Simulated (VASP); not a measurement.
Os:

```
Os
1.0
     0.00000    1.94500    1.94500
     1.94500    0.00000    1.94500
     1.94500    1.94500    0.00000
Os
1
Direct
  0.00000 0.00000 0.00000
```

This isn't the form of Os at room conditions, which is hcp.

```yaml
Program: VASP 6.6.1
Task: relaxation of cell and atoms
Functional: LDA
Potentials_or_basis: VASP PAW LDA potentials, release 64 (Os)
Cutoff: 600 eV
k_mesh: 8 × 8 × 8
Occupations: gaussian, width 0.1 eV
Spin: no spin polarisation
```

At the start: pressure -25.0 GPa; volume 14.72 Å³/atom.

Q: Where does the relaxation end?

A: Over 5 steps the energy falls by 77.7 meV/atom and the volume is 13.78 Å³/atom (-6.4 %); space group Fm-3m (No. 225, to 0.05 Å).

Step by step:
| step | energy change (eV) | largest force (eV/Å) | pressure (GPa) | volume (Å³) |
| --- | --- | --- | --- | --- |
| 1 | 0.0000 | 0.0000 | -24.98 | 14.72 |
| 2 | 1.9525 | 0.0000 | 246.62 | 10.35 |
| 3 | -0.0762 | 0.0000 | -3.86 | 13.90 |
| 4 | -0.0775 | 0.0000 | -1.36 | 13.82 |
| 5 | -0.0777 | 0.0000 | 0.02 | 13.78 |

Final structure:
```xyz
1
Lattice="0.0000 1.9029 1.9029 1.9029 0.0000 1.9029 1.9029 1.9029 0.0000" Properties=species:S:1:pos:R:3 pbc="T T T"
Os    0.0000    0.0000    0.0000
```
